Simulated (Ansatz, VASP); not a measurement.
# GaAs: VASP beside Ansatz

Aim: how closely do two programs agree when they are given the same cell, functional and k mesh? The cell is taken from a series of runs on this material, whose earlier steps may have relaxed, scaled, displaced or heated it; both programs get it as it stands.

Main program and level: Ansatz 0.2.0; plane waves, with VASP 6.6.1 beside it; relaxation of cell and atoms at LDA.

## Step 1: The starting structure

The structure is cubic, space group F-43m (No. 216). Conventional cell: a = 5.603 Å, b = 5.603 Å, c = 5.603 Å, α = 90.00°, β = 90.00°, γ = 90.00°. Nearest to Ga lie 4 As at 2.43 Å. Nearest to As lie 4 Ga at 2.43 Å. Farther neighbours are not listed.

## Step 2: VASP: relaxation of cell and atoms, LDA

The relaxed volume is the usual yardstick between codes: in a stiff, nearly cubic crystal its relative difference is about their pressure difference at one cell divided by the bulk modulus.

Lines of VASP's logs that name or quote its potential files are left out, and so is its time.

File INCAR:

```
SYSTEM = GaAs
PREC = Accurate
ENCUT = 500
EDIFF = 1E-07
NELM = 120
ISMEAR = 0
SIGMA = 0.01
LREAL = .FALSE.
ALGO = Normal
GGA = PW92
NBANDS = 15
LORBIT = 11
LWAVE = .FALSE.
LCHARG = .FALSE.
ISIF = 3
IBRION = 2
NSW = 80
EDIFFG = -0.005
LASPH = .TRUE.
GGA_COMPAT = .FALSE.
NELMIN = 4
EFERMI = MIDGAP
```

File POSCAR:

```
GaAs
1.0
    0.0000000000      2.8014020000      2.8014020000
    2.8014020000      0.0000000000      2.8014020000
    2.8014020000      2.8014020000      0.0000000000
Ga As
1 1
Direct
    0.0000000000      0.0000000000      0.0000000000
    0.2500000000      0.2500000000      0.2500000000
```

File KPOINTS:

```
Automatic mesh
0
Gamma
12 12 12
0 0 0
```

The projector-augmented-wave data sets are Ga_d and As (LDA family, release 64).

On the command line:

```console
mpirun -np 1 vasp_std
```

Numbers of over 12 decimals in the logs are rounded to 6 here.

What it wrote:

```text
[banner, memory and clock lines left out]
running    1 mpi-ranks, on    1 nodes
 distrk:  each k-point on    1 cores,    1 groups
 distr:  one band on    1 cores,    1 groups

 POSCAR found type information on POSCAR GaAs
 POSCAR found :  2 types and       2 ions
|                                                                             |
|               ----> ADVICE to this user running VASP <----                  |
|                                                                             |
|     You enforced a specific xc type in the INCAR file but a different       |
|     [... a line on the potential file left out ...]
|     I HOPE YOU KNOW WHAT YOU ARE DOING!                                     |
|                                                                             |

 LDA part: xc-table for (Slater(with rela. corr.)+PW92), standard interpolation
 POSCAR, INCAR and KPOINTS ok, starting setup
 FFT: planning ... GRIDC
 FFT: planning ... GRID_SOFT
 FFT: planning ... GRID
 WAVECAR not read
 entering main loop
       N       E                     dE             d eps       ncg     rms          rms(c)
DAV:   1     0.827396818704E+02    0.82740E+02   -0.89512E+03  2200   0.167E+03
DAV:   2    -0.294805492861E+01   -0.85688E+02   -0.82043E+02  2398   0.317E+02
DAV:   3    -0.976229890503E+01   -0.68142E+01   -0.67861E+01  2657   0.708E+01
DAV:   4    -0.987047348013E+01   -0.10817E+00   -0.10814E+00  2577   0.991E+00
DAV:   5    -0.987210770408E+01   -0.16342E-02   -0.16342E-02  2762   0.109E+00    0.307E+00
DAV:   6    -0.968264561478E+01    0.18946E+00   -0.22999E-01  3345   0.883E+00    0.180E+00
DAV:   7    -0.963980796553E+01    0.42838E-01   -0.67937E-02  3038   0.202E+00    0.525E-01
DAV:   8    -0.963663317744E+01    0.31748E-02   -0.91382E-03  2720   0.111E+00    0.110E-01
DAV:   9    -0.963660172400E+01    0.31453E-04   -0.71800E-04  2693   0.340E-01    0.416E-02
DAV:  10    -0.963660646465E+01   -0.47407E-05   -0.41475E-05  3408   0.711E-02    0.218E-02
DAV:  11    -0.963661123868E+01   -0.47740E-05   -0.67013E-06  2482   0.407E-02    0.248E-03
DAV:  12    -0.963661112057E+01    0.11811E-06   -0.48388E-07  2706   0.103E-02    0.194E-03
DAV:  13    -0.963661112137E+01   -0.79990E-09   -0.70231E-08  1780   0.224E-03
   1 F= -.96366111E+01 E0= -.96366111E+01  d E =-.963661E+01
 curvature:   0.00 expect dE= 0.000E+00 dE for cont linesearch  0.000E+00
 trial: gam= 0.00000 g(F)=  0.655E-46 g(S)=  0.459E-03 ort = 0.000E+00 (trialstep = 0.100E+01)
 search vector abs. value=  0.459E-03
 bond charge predicted
       N       E                     dE             d eps       ncg     rms          rms(c)
DAV:   1    -0.964194556781E+01   -0.53344E-02   -0.64096E-02  2699   0.478E+00    0.412E-01
DAV:   2    -0.963786709895E+01    0.40785E-02   -0.66595E-03  2678   0.179E+00    0.188E-01
DAV:   3    -0.963683903132E+01    0.10281E-02   -0.10717E-03  2762   0.627E-01    0.414E-02
DAV:   4    -0.963674326241E+01    0.95769E-04   -0.10496E-04  2539   0.138E-01    0.146E-02
DAV:   5    -0.963672796442E+01    0.15298E-04   -0.80658E-06  2803   0.378E-02    0.333E-03
DAV:   6    -0.963672775435E+01    0.21006E-06   -0.47534E-07  2637   0.879E-03    0.211E-03
DAV:   7    -0.963672774272E+01    0.11636E-07   -0.79289E-08  1437   0.538E-03
   2 F= -.96367277E+01 E0= -.96367277E+01  d E =-.116621E-03
 trial-energy change:   -0.000117  1 .order   -0.000116   -0.000459    0.000226
 step:   0.6702(harm=  0.6702)  dis= 0.00000  next Energy=    -9.636765 (dE=-0.154E-03)
 bond charge predicted
       N       E                     dE             d eps       ncg     rms          rms(c)
DAV:   1    -0.963733370813E+01   -0.60595E-03   -0.69298E-03  2720   0.156E+00    0.136E-01
DAV:   2    -0.963688806590E+01    0.44564E-03   -0.73668E-04  2678   0.610E-01    0.618E-02
DAV:   3    -0.963677698082E+01    0.11109E-03   -0.11226E-04  2762   0.203E-01    0.140E-02
DAV:   4    -0.963676642607E+01    0.10555E-04   -0.11196E-05  2482   0.440E-02    0.482E-03
DAV:   5    -0.963676475802E+01    0.16681E-05   -0.88760E-07  2818   0.126E-02    0.107E-03
DAV:   6    -0.963676473748E+01    0.20534E-07   -0.40879E-08  1262   0.256E-03
   3 F= -.96367647E+01 E0= -.96367647E+01  d E =-.153616E-03
 curvature:  -0.34 expect dE=-0.484E-06 dE for cont linesearch -0.484E-06
 trial: gam=-0.05297 g(F)=  0.767E-47 g(S)=  0.144E-05 ort = 0.257E-04 (trialstep = 0.934E+00)
 search vector abs. value=  0.465E-08
 reached required accuracy - stopping structural energy minimisation
```

From OUTCAR (step 2):

```text
ion  position               nearest neighbor table
   1  0.000  0.000  0.000-   2 2.43   2 2.43   2 2.43   2 2.43
   2  0.250  0.250  0.250-   1 2.43   1 2.43   1 2.43   1 2.43

  LATTYP: Found a face centered cubic cell.
 ALAT       =     5.6028040000

 Subroutine GETGRP returns: Found 24 space group operations
 (whereof 24 operations were pure point group operations)

The static configuration has the point symmetry T_d .

 Found     72 irreducible k-points:

   k-points           NKPTS =     72   k-points in BZ     NKDIM =     72   number of bands    NBANDS=     15

   dimension x,y,z NGX =    30 NGY =   30 NGZ =   30
   dimension x,y,z NGXF=    60 NGYF=   60 NGZF=   60

   ENCUT  =  500.0 eV  36.75 Ry    6.06 a.u.   7.22  7.22  7.22*2*pi/ulx,y,z

   NELECT =      18.0000    total number of electrons

 k-points in reciprocal lattice and weights: Automatic mesh
   0.00000000  0.00000000  0.00000000       0.001
   0.08333333  0.00000000  0.00000000       0.005
   0.16666667  0.00000000  0.00000000       0.005
   0.25000000  0.00000000  0.00000000       0.005
   0.33333333  0.00000000  0.00000000       0.005
   0.41666667  0.00000000  0.00000000       0.005
   0.50000000  0.00000000  0.00000000       0.002
   0.08333333  0.08333333  0.00000000       0.003
   0.16666667  0.08333333  0.00000000       0.014
[...]
-0.33333333  0.50000000  0.16666667       0.007
  -0.25000000  0.50000000  0.25000000       0.003

 average (electrostatic) potential at core
       1 -67.3387       2 -53.5919

 E-fermi :   4.2820

 k-point     1 :       0.0000    0.0000    0.0000
  band No.  band energies     occupation
    ...
      5     -10.8645      2.00000
      6      -8.9048      2.00000
      7       4.0289      2.00000
      8       4.0289      2.00000
      9       4.0289      2.00000
     10       4.5350      0.00000
     11       7.7112      0.00000
     12       7.7112      0.00000
     13       7.7112      0.00000
     14      11.4498      0.00000
    ...

 k-point     2 :       0.0833    0.0000    0.0000
  band No.  band energies     occupation
    ...
      5     -10.8646      2.00000
      6      -8.8203      2.00000
      7       2.7851      2.00000
      8       3.9100      2.00000
      9       3.9100      2.00000
     10       5.3846      0.00000
     11       7.8668      0.00000
     12       7.8858      0.00000
     13       7.8858      0.00000
     14      11.9377      0.00000
    ...

 k-point     3 :       0.1667    0.0000    0.0000
  band No.  band energies     occupation
    ...
      5     -10.8647      2.00000
      6      -8.5741      2.00000
      7       1.2526      2.00000
      8       3.6318      2.00000
      9       3.6318      2.00000
     10       5.6309      0.00000
     11       8.2740      0.00000
     12       8.2740      0.00000
     13       8.6804      0.00000
     14      12.8458      0.00000
    ...

  Total        0.0044680      0.0044680      0.0044680      0.0000000     -0.0000000      0.0000000
  in kB        0.1621786      0.1621786      0.1621786      0.0000000     -0.0000000      0.0000000
  external PRESSURE =       0.1621786 kB  Pullay stress =       0.0000000 kB

  energy-cutoff  :      500.00
  volume of cell :       44.14
      direct lattice vectors                 reciprocal lattice vectors
    -0.000000000  2.805007488  2.805007488    -0.178252644  0.178252644  0.178252644
     2.805007488  0.000000000  2.805007488     0.178252644 -0.178252644  0.178252644
     2.805007488  2.805007488 -0.000000000     0.178252644  0.178252644 -0.178252644

 POSITION                                       TOTAL-FORCE (eV/Angst)
 -----------------------------------------------------------------------------------
      0.00000      0.00000      0.00000        -0.000000      0.000000     -0.000000
      1.40250      1.40250      1.40250         0.000000     -0.000000      0.000000
 -----------------------------------------------------------------------------------
    total drift:                               -0.000001     -0.000001     -0.000000

  FREE ENERGIE OF THE ION-ELECTRON SYSTEM (eV)
  ---------------------------------------------------
  free  energy   TOTEN  =        -9.6367647375 eV

  energy  without entropy=       -9.6367647375  energy(sigma->0) =       -9.63676474

 reached required accuracy - stopping structural energy minimisation

 total charge
# of ion       s       p       d       tot
------------------------------------------
    1        0.895   0.829   9.997  11.722
    2        1.217   1.610   0.033   2.860
--------------------------------------------------
tot          2.112   2.439  10.030  14.582

[... 3 further parts left out ...]
```

The run keeps the 24 symmetry operations of its start, so it cannot find a distortion of lower symmetry.

## Step 3: Ansatz: relaxation of cell and atoms, LDA

Ansatz runs on its default PAW (the set named soft_2) files.

The same cell, functional (in two slightly different forms) and mesh now go to Ansatz, which takes its cutoff from its data sets.

File input.yaml:

```yaml
crystal:
  lattice:
    - [0.0, 2.801401941, 2.801401941]
    - [2.801401941, 0.0, 2.801401941]
    - [2.801401941, 2.801401941, 0.0]
  atoms:
    - { symbol: Ga, position: [0.0, 0.0, 0.0] }
    - { symbol: As, position: [0.25, 0.25, 0.25] }
kpoints:
  mp_grid: { grid: [12, 12, 12] }
hamiltonian:
  xc: lda
scf:
  occupations: { method: fixed }
output:
  forces: true
  stress: true
  eigenvalues: true
relax:
  adjacent_minimum: "off"
  f_tol: 0.001
  max_steps: 60
  cell: { stress_tol: 0.01 }
```

On the command line:

```console
ansatz run input.yaml --threads 4 --pin off --max-ram 16384MiB --backend cpu --events-out ev --progress --plain --runs-dir out
```

What it wrote:

```text
Engine: ansatz 0.2.0, aarch64-unknown-linux-gnu
Pseudopotentials: kind: paw
Pseudopotential: Ga, paw, valence charge 13, recommended cutoff 420 eV (normal), Ga.paw.azcp
Pseudopotential: As, paw, valence charge 15, recommended cutoff 420 eV (normal), As.paw.azcp
Functional definition: SPW92
  exchange = slater_x
  correlation = pw_c
Crystal: 2 atoms, lattice volume = 43.970 Å³
Basis set: ecut = 420 eV, 869 PW (Γ)
Bands: 18, of which v1, the nominal top of the filled ones, is band 14 counted from 1 (13 counted from 0)
Symmetry: 24 space group operations
Space group: F-43m (ITA 216), of the structure as read, at distance tolerance 3.5e-5 Å
k-points: 72 of 1728 (time reversal used)
Non-local potential: Ga, projectors of the file, l = 0: 2, l = 1: 2, l = 2: 3, l = 3: 1
Non-local potential: As, projectors of the file, l = 0: 2, l = 1: 2, l = 2: 3, l = 3: 1
PAW form: soft (Blöchl's): semilocal exchange-correlation on the pseudo side does not see the compensation charge
PAW frozen core: Ga, regenerated for the run's functional, and the local potential with it (the file was generated under x = pbe(κ = 0.804, μ = 0.219515), c = pbe(β = 0.066725))
PAW frozen core: As, regenerated for the run's functional, and the local potential with it (the file was generated under x = pbe(κ = 0.804, μ = 0.219515), c = pbe(β = 0.066725))
PAW one-centre angular grid: Ga, 590 points (default); XC on 64 Gauss nodes
PAW one-centre angular grid: As, 590 points (default); XC on 64 Gauss nodes
Initial density: superposition of atomic densities (neutral atoms: chi_scale 0, normalization atom), corrected by the library's trained network
Initial wavefunctions: pseudopotential atomic-orbital guess
Functional: x = slater, c = lda
SCF iter   1: F=—  HF=-8481.300778 eV  |F-HF|=—  |Δ(HF+E_count)|=         —  Δρ=5.20e-3  dr2=7.71e-3  ethr=1.77e-3  ⟨swp⟩=4.7  Hψ=5470  notcnv=0  defer=121
preconditioner: auto → none  [insulator: Δε(μ)=0.462 eV  Ē_g=15.598 eV  n_scr=14 (ndim 8)  ℏωp=23.8 eV  f_vac=0.078  ε∞_Penn≈3.3]
SCF iter   2: F=—  HF=-8481.297724 eV  |F-HF|=—  |Δ(HF+E_count)|=   3.05e-3  Δρ=2.58e-3  dr2=1.10e-3  ethr=2.75e-5  ⟨swp⟩=2.8  Hψ=2852  notcnv=0  defer=136
SCF iter   3: F=—  HF=-8481.297646 eV  |F-HF|=—  |Δ(HF+E_count)|=   7.77e-5  Δρ=7.21e-4  dr2=1.95e-4  ethr=3.93e-6  ⟨swp⟩=2.0  Hψ=2095  notcnv=0  defer=137
SCF iter   4: F=—  HF=-8481.297565 eV  |F-HF|=—  |Δ(HF+E_count)|=   8.11e-5  Δρ=2.67e-4  dr2=1.32e-5  ethr=6.97e-7  ⟨swp⟩=2.0  Hψ=2094  notcnv=0  defer=137
SCF iter   5: F=—  HF=-8481.297563 eV  |F-HF|=—  |Δ(HF+E_count)|=   1.98e-6  Δρ=1.62e-5  dr2=8.63e-8  ethr=4.72e-8  ⟨swp⟩=2.0  Hψ=1668  notcnv=0  defer=1
SCF iter   6: F=-8481.297563 eV  HF=-8481.297563 eV  |F-HF|=4.71e-9  |Δ(HF+E_count)|=   8.34e-9  Δρ=4.50e-6  dr2=4.72e-9  ethr=3.08e-10  ⟨swp⟩=4.7  Hψ=6317  notcnv=0
SCF 1 converged in 6 iterations: F = -8481.297563 eV  dr2 = 4.72e-9
  greatest PAW one-centre occupation: 0.999 electrons in one spin orbital (limit 2), on the As atom at site 1 (counted from 0), in its partial waves of l = 2
relax step   1: F+E_penalty+E_count = -8481.29756294 eV  Δ(F+E_penalty+E_count) = +0.000e0 eV  max|allowed force component| = 1.122e-16 eV/Å  Δτ_max = 0.0000 Å  P = +0.017 GPa  Ω = 43.970 Å³  (6 SCF iters, dr2 threshold 1.00e-7 eV, accepted)
[...]
relax step   2: F+E_penalty+E_count = -8481.29756191 eV  Δ(F+E_penalty+E_count) = +1.023e-6 eV  max|allowed force component| = 3.527e-17 eV/Å  Δτ_max = 0.0000 Å  P = +0.004 GPa  Ω = 43.978 Å³  energy of the carried Pulay correction = -1.554e-6 eV  (3 SCF iters, dr2 threshold 7.41e-10 eV, accepted)
[...]
relax step   3: F+E_penalty+E_count = -8481.29756191 eV  Δ(F+E_penalty+E_count) = -3.583e-10 eV  max|allowed force component| = 3.466e-17 eV/Å  Δτ_max = 0.0000 Å  P = +0.004 GPa  Ω = 43.978 Å³  stress off target by 3.57e-3 GPa  SCF on the basis re-selected at this cell (its energy is not comparable with the rows above)  (6 SCF iters)
basis re-selected at this cell: Δ(F+E_penalty+E_count) = -3.583e-10 eV, ΔP = +0.000 GPa vs the last step (what re-selecting the basis moved, of the pressure what is left beyond the Pulay correction that the steps carried, after the strain that the cell walked since its last selection, with what the two solves' SCF thresholds leave and, on support functions, any second-order correction that the steps lacked; it is no  [...]
SCF converged after 6 iterations
Free energy (F): -8481.297562 eV
Harris-Foulkes:  -8481.297562 eV  (|F-HF|=0.00e0)
Internal energy: -8481.297562 eV  (E = F + TS)
E sigma→0 (E₀):  -8481.297562 eV
Fermi energy:    8.239670 eV
--- Per-component energies (eV) ---
  E_band       = -314.994628
  E_kinetic    = 220.941258
  E_local      = -3887.560932  (includes V_loc(G=0)·N_el)
  E_nonlocal   = -238.592398
  E_hartree    = 1958.146152
  E_xc         = -148.330561
  E_vxc        = -138.917144  (∫ρ·V_xc dr)
  E_paw        = -3666.629629  (= ΣΔE_a)
  E_vpaw       = -187.157636  (= ΣTr[D̂ρ^β])
  E_aug_tail   = -0.000107  (compensation charges beyond the density's cutoff)
  E_ewald      = -2723.075056
  E_core_change = 3.803710  (= ΣΔE_core)
  E_smearing   = -0.000000  (= −TS)
  E_closure    = 0.000000  (closes the sum)
  Σ components = -8481.297562   (vs F -8481.297562, Δ=0.00e0)
--- Forces (eV/Å), atoms counted from 1 ---
  atom   1  Ga     0.00000000    -0.00000000    -0.00000000
  atom   2  As    -0.00000000    -0.00000000    -0.00000000
  max |Σ_I F_I| component: 6.95e-17 eV/Å
--- Stress (GPa, compression-positive) ---
        0.003571       0.000000       0.000000
        0.000000       0.003571       0.000000
        0.000000       0.000000       0.003571
  P = ⅓ Tr σ = 0.0036 GPa (0.036 kbar)
--- Band table (eV; the first three rows and the last of 72) ---
  k-point 0: bands = [... 10 lower, -4.7391, 8.2397, 8.2397, 8.2397, 8.7269, 11.9351, 11.9351, 11.9351]
  k-point 1: bands = [... 10 lower, -4.6541, 6.9865, 8.1204, 8.1204, 9.5858, 12.0890, 12.1103, 12.1103]
  k-point 2: bands = [... 10 lower, -4.4066, 5.4511, 7.8415, 7.8415, 9.8356, 12.4995, 12.4995, 12.9000]
  k-point 71: bands = [... 10 lower, -2.0646, 1.4382, 4.5567, 4.7474, 12.8932, 12.9016, 13.6284, 14.2086]
--- Relaxed structure (2 steps of the walk, 2 accepted, 1 SCFs on fresh bases) ---
  F+E_penalty+E_count = -8481.29756191 eV   max|allowed force component| = 3.466e-17 eV/Å   (the final SCF, on the basis selected at the relaxed cell)
  cell:  # Å, volume = 43.9781 Å³
    - [0, 2.801575, 2.801575]
    - [2.801575, 0, 2.801575]
    - [2.801575, 2.801575, 0]
  atoms:
    - { symbol: Ga, position: [0, 0, 0] }
    - { symbol: As, position: [0.25, 0.25, 0.25] }
```

Reading the cycles: dr2 is the Hartree energy of the density residual (eV), the measure of convergence; HF is the Harris–Foulkes estimate of the energy, which meets the free energy F at convergence.

## Step 4: Side by side

Known differences besides the potentials themselves: fixed occupations in Ansatz, narrow Gaussian smearing in VASP; the data sets hold 28 valence electrons in Ansatz (on its default PAW (the set named soft_2) files) and 18 in VASP; the cutoff is 420 eV in Ansatz and 500 eV in VASP; VASP's log shows a relativistic correction to its local exchange, Ansatz's none; Ansatz adds a Pulay correction to the stress that steers its cell, VASP none. Total energies have different zeros and are not compared.

Compared:

| quantity | Ansatz | VASP | difference |
| --- | --- | --- | --- |
| volume (Å³) | 43.98 | 44.14 | -0.37 % |
| edge a after relaxation, in the typed setting (Å) | 3.962 | 3.967 | -0.12 % |

## Step 5: What came out

```json
{
 "difference in volume (relaxation of cell and atoms, LDA)": "-0.37 %"
}
```

**Reading.** The difference in volume is -0.37 % (relaxation of cell and atoms, LDA), within the 1.2 % picked in this series as the mark of a large difference, as far as the stopping tolerances let one tell. The data sets hold unlike numbers of valence electrons (28 in Ansatz and 18 in VASP), so part of the differences comes from the potentials. How closely two codes agree says nothing of how well the functional describes the real material.

[Lines on the potential files, build, host, timing and source positions are cut from VASP's logs without a mark.]

[Logs are printed without paths, hosts, clocks, repeated set-up lines and the standing remarks that a program may print on its own settings, such as how far it seeks lower states.]

[Hosts, paths, dates, database ids (printed as entryN), source tags and the programs' standing remarks are cut or masked in the printed files.]
